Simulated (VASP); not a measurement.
VASP runs on Fe (space group Im-3m) share one base input (PBE GGA, plane waves, VASP's PBE PAW potentials (set 64)) and change the settings named in each case.

POSCAR:
```
Fe
1
   -1.4529930000     1.4529930000     1.4529930000
    1.4529930000    -1.4529930000     1.4529930000
    1.4529930000     1.4529930000    -1.4529930000
Fe
1
Direct
  0.0000000000   0.0000000000   0.0000000000
```

**INCAR**
```
ALGO = Normal
EDIFF = 1E-6
ENCUT = 300
GGA = PE
ISIF = 2
ISMEAR = -1
ISPIN = 2
LASPH = .TRUE.
LCHARG = .FALSE.
LMAXMIX = 4
LORBIT = 11
LREAL = .FALSE.
LWAVE = .FALSE.
NELM = 100
PREC = Accurate
SIGMA = 0.1
SYSTEM = Fe
```

### KPOINTS
```
Automatic mesh
0
Gamma
13 13 13
0 0 0
```

POTCAR, in this order: Fe (PBE.64 set). Program: vasp_std. The INCAR's line for the spin-polarised start is left out here.

```json
[
 {"change": "base run", "E(σ→0) (eV/atom)": "-8.2090", "pressure (GPa)": "-11.16", "moment (μB)": "2.36", "−TS (eV)": "-0.0380"},
 {"change": "ISYM = 0", "E(σ→0) (eV/atom)": "-8.2090", "pressure (GPa)": "-11.30", "moment (μB)": "2.36", "−TS (eV)": "-0.0380"},
 {"change": "GGA_COMPAT = .FALSE., ISPIN removed, LNONCOLLINEAR = .TRUE., another spin-polarised start, program vasp_ncl", "E(σ→0) (eV/atom)": "-8.2094", "pressure (GPa)": "-11.13", "moment (μB)": "-", "−TS (eV)": "-0.0380"},
 {"change": "SIGMA = 0.3, KPOINTS 9×9×9 Γ-centred mesh", "E(σ→0) (eV/atom)": "-8.2004", "pressure (GPa)": "-10.80", "moment (μB)": "2.26", "−TS (eV)": "-0.3536"},
 {"change": "ENCUT = 180", "E(σ→0) (eV/atom)": "-6.9389", "pressure (GPa)": "-218.25", "moment (μB)": "2.35", "−TS (eV)": "-0.0324"},
 {"change": "IVDW = 10", "E(σ→0) (eV/atom)": "-8.6028", "pressure (GPa)": "-14.21", "moment (μB)": "2.36", "−TS (eV)": "-0.0380"},
 {"change": "NBANDS = 68", "E(σ→0) (eV/atom)": "-8.2090", "pressure (GPa)": "-11.16", "moment (μB)": "2.36", "−TS (eV)": "-0.0380"}
]
```
 Energies of different potentials or functionals have different zeros.  The run has a spin-polarised start.

Left out are runs that ran out of time, are held back, or changed the cell or the kind of run, fixed moments of cells without a moment, rows past the twelfth, gaps on odd meshes, pressures of charged cells and columns that move by less than the noise.

The structure comes from a computed database's Fe entry; how it stands against other phases isn't given here. The cell was not relaxed at this level, its lattice was scaled by up to 2.5 %.
